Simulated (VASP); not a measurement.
Here is the system:

```xyz
2
Lattice="0.0000 1.7795 1.7795 1.7795 0.0000 1.7795 1.7795 1.7795 0.0000" Properties=species:S:1:pos:R:3 pbc="T T T"
C      0.0000     0.0000     0.0000
C      0.8898     0.8898     0.8898
```

Computed with PBE GGA with D4 dispersion, VASP's PBE PAW potentials (set 64) (plane waves; VASP). Numerical set-up: 520 eV cut-off, 14×14×14 Γ-centred mesh, tetrahedra with Blöchl corrections, potentials C.

Task: What does the run give for the energy per atom (σ→0)?

Result: 
- energy per atom (σ→0): -9.306 eV/atom

Total energies compare only between runs with the same potentials, cut-off and functional.

The compound is C in the diamond structure. It was relaxed first.
